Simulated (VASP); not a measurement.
Level of theory: optB88-vdW, VASP's PBE PAW potentials (set 64) (plane waves; VASP 6.6.1).

VASP input:

INCAR:
```
PARAM1 = 0.1833333333
EDIFFG = -0.01
IBRION = 2   # conjugate gradients
LWAVE = F
PREC = Accurate
LREAL = F
GGA = BO
SYSTEM = SnSe2
NSW = 30   # most ionic steps
LCHARG = F
NELM = 100   # most electronic steps
SIGMA = 0.05   # width (eV)
ALGO = Normal   # blocked Davidson
PARAM2 = 0.22
LMAXMIX = 4
ISIF = 4
AGGAC = 0.0
LASPH = T   # aspherical one-centre terms
LUSE_VDW = T
EDIFF = 1E-7
ISMEAR = 0
ENCUT = 520
```

**KPOINTS**
```
Automatic mesh
0
Gamma
7 7 4
0 0 0
```

### POSCAR
```
SnSe2
1
    1.9290735036    -3.3412535436    -0.0000000000
    1.9290735036     3.3412535436     0.0000000000
    0.0000000000    -0.0000000000     6.0838021175
Sn Se
1 2
Direct
  0.0000000000   0.0000000000   0.0000000000
  0.3333330000   0.6666670000   0.2605213309
  0.6666670000   0.3333330000   0.7394786691
```

POTCAR, in this order: Sn_d Se (PBE.64 set). Program: vasp_std.

Output

### OSZICAR
```
       N       E                     dE             d eps       ncg     rms          rms(c)
DAV:   1     0.200453994726E+03    0.20045E+03   -0.12645E+04   960   0.174E+03
DAV:   2     0.144347924062E+02   -0.18602E+03   -0.18294E+03  1059   0.390E+02
DAV:   3    -0.495697922907E+01   -0.19392E+02   -0.18822E+02  1197   0.119E+02
DAV:   4    -0.555884570061E+01   -0.60187E+00   -0.60129E+00  1179   0.217E+01
DAV:   5    -0.557264892301E+01   -0.13803E-01   -0.13801E-01  1408   0.332E+00    0.452E+00
DAV:   6    -0.529339449843E+01    0.27925E+00   -0.77227E-01  1411   0.848E+00    0.294E+00
DAV:   7    -0.528221004202E+01    0.11184E-01   -0.15785E-01  1124   0.239E+00    0.105E+00
DAV:   8    -0.528328843941E+01   -0.10784E-02   -0.10829E-02  1166   0.104E+00    0.295E-01
DAV:   9    -0.528385433652E+01   -0.56590E-03   -0.15004E-03  1121   0.346E-01    0.827E-02
DAV:  10    -0.528383409098E+01    0.20246E-04   -0.13220E-04  1240   0.952E-02    0.329E-02
DAV:  11    -0.528385327148E+01   -0.19180E-04   -0.37901E-05  1050   0.456E-02    0.127E-02
DAV:  12    -0.528385242915E+01    0.84233E-06   -0.23513E-06  1301   0.125E-02    0.622E-03
DAV:  13    -0.528385221096E+01    0.21819E-06   -0.64417E-07  1009   0.590E-03    0.116E-03
DAV:  14    -0.528385226621E+01   -0.55242E-07   -0.28470E-08   573   0.125E-03
   1 F= -.52838523E+01 E0= -.52838523E+01  d E =-.528385E+01
       N       E                     dE             d eps       ncg     rms          rms(c)
DAV:   1    -0.528691561357E+01   -0.30634E-02   -0.21945E-01   957   0.223E+00    0.132E-01
DAV:   2    -0.528781866587E+01   -0.90305E-03   -0.11161E-02  1218   0.571E-01    0.465E-02
DAV:   3    -0.528779159739E+01    0.27068E-04   -0.12146E-04  1068   0.817E-02    0.320E-02
DAV:   4    -0.528777766472E+01    0.13933E-04   -0.28960E-05  1299   0.421E-02    0.112E-02
DAV:   5    -0.528777509851E+01    0.25662E-05   -0.62658E-06  1093   0.200E-02    0.472E-03
DAV:   6    -0.528777507805E+01    0.20452E-07   -0.48325E-07  1147   0.633E-03
   2 F= -.52877751E+01 E0= -.52877751E+01  d E =-.392281E-02
       N       E                     dE             d eps       ncg     rms          rms(c)
DAV:   1    -0.528812251264E+01   -0.34741E-03   -0.27255E-01   954   0.248E+00    0.146E-01
DAV:   2    -0.528924703040E+01   -0.11245E-02   -0.13851E-02  1216   0.637E-01    0.515E-02
DAV:   3    -0.528921359773E+01    0.33433E-04   -0.15056E-04  1057   0.909E-02    0.354E-02
DAV:   4    -0.528919687568E+01    0.16722E-04   -0.35820E-05  1292   0.466E-02    0.125E-02
DAV:   5    -0.528919389121E+01    0.29845E-05   -0.78089E-06  1114   0.225E-02    0.520E-03
DAV:   6    -0.528919387265E+01    0.18563E-07   -0.59560E-07  1113   0.699E-03
   3 F= -.52891939E+01 E0= -.52891939E+01  d E =-.534161E-02
       N       E                     dE             d eps       ncg     rms          rms(c)
DAV:   1    -0.529429982291E+01   -0.51059E-02   -0.24954E-01   952   0.346E+00    0.368E-01
DAV:   2    -0.529204828429E+01    0.22515E-02   -0.14864E-02  1058   0.124E+00    0.212E-01
DAV:   3    -0.529086417684E+01    0.11841E-02   -0.22417E-03  1254   0.523E-01    0.854E-02
DAV:   4    -0.529075067660E+01    0.11350E-03   -0.42706E-04  1167   0.244E-01    0.233E-02
DAV:   5    -0.529074810038E+01    0.25762E-05   -0.59737E-05  1408   0.708E-02    0.888E-03
DAV:   6    -0.529074821499E+01   -0.11461E-06   -0.76584E-06  1016   0.281E-02    0.271E-03
DAV:   7    -0.529074829936E+01   -0.84364E-07   -0.62969E-07  1108   0.939E-03
   4 F= -.52907483E+01 E0= -.52907483E+01  d E =-.155443E-02
       N       E                     dE             d eps       ncg     rms          rms(c)
DAV:   1    -0.530121576588E+01   -0.10468E-01   -0.67295E-01   952   0.568E+00    0.604E-01
DAV:   2    -0.529523960056E+01    0.59762E-02   -0.39961E-02  1052   0.192E+00    0.348E-01
DAV:   3    -0.529204651657E+01    0.31931E-02   -0.60950E-03  1185   0.735E-01    0.139E-01
DAV:   4    -0.529174367434E+01    0.30284E-03   -0.10546E-03  1122   0.393E-01    0.394E-02
DAV:   5    -0.529173543809E+01    0.82362E-05   -0.15815E-04  1353   0.119E-01    0.153E-02
DAV:   6    -0.529173591351E+01   -0.47542E-06   -0.22658E-05  1015   0.508E-02    0.469E-03
DAV:   7    -0.529173612322E+01   -0.20971E-06   -0.18677E-06  1121   0.172E-02    0.194E-03
DAV:   8    -0.529173618758E+01   -0.64359E-07   -0.22444E-07   727   0.578E-03
   5 F= -.52917362E+01 E0= -.52917362E+01  d E =-.254231E-02
```

**OUTCAR**
```
------------------------ aborting loop because EDIFF is reached ----------------------------------------
  FORCE on cell =-STRESS in cart. coord.  units (eV):
  Direction    XX          YY          ZZ          XY          YZ          ZX
  --------------------------------------------------------------------------------------
  Total        0.3760852      0.3760853      0.3658776      0.0000000      0.0000000      0.0000000
  in kB        7.6830478      7.6830490      7.4745166      0.0000000      0.0000000      0.0000000
  external PRESSURE =       7.6135378 kB  Pullay stress =       0.0000000 kB
  volume of cell :       78.43
      direct lattice vectors                 reciprocal lattice vectors
     1.940716874 -3.361420490 -0.000000000     0.257636756 -0.148746639  0.000000000
     1.940716874  3.361420490  0.000000000     0.257636756  0.148746639 -0.000000000
     0.000000000  0.000000000  6.011021246    -0.000000000 -0.000000000  0.166361082
 POSITION                                       TOTAL-FORCE (eV/Angst)
 -----------------------------------------------------------------------------------
      0.00000      0.00000      0.00000        -0.000000     -0.000000      0.000000
      1.94072      1.12048      1.60151         0.000000      0.000000     -0.000646
      1.94072     -1.12048      4.40951         0.000000     -0.000000      0.000646
 -----------------------------------------------------------------------------------
    total drift:                                0.000000      0.000000      0.000000
  FREE ENERGIE OF THE ION-ELECTRON SYSTEM (eV)
  ---------------------------------------------------
  free  energy   TOTEN  =        -5.2917361876 eV

  energy  without entropy=       -5.2917361875  energy(sigma->0) =       -5.29173619

 reached required accuracy - stopping structural energy minimisation
```
(Selected blocks of OUTCAR.)

CONTCAR:
```
SnSe2
   1.00000000000000
     1.9407168738024518   -3.3614204904298277   -0.0000000000000000
     1.9407168738024518    3.3614204904298277    0.0000000000000000
     0.0000000000000000    0.0000000000000000    6.0110212455771448
  Sn              Se
     1     2
Direct
     0.0000000000000000    0.0000000000000000    0.0000000000000000
     0.3333330000000032    0.6666669999999968    0.2664283211138138
     0.6666669999999968    0.3333330000000032    0.7335716788861862
```

The compound is SnSe2 in the 1T layered structure. This cell is one point of a volume scan, at 0.97 of the reference volume. Symmetry was kept, so distortions that lower it aren't found.
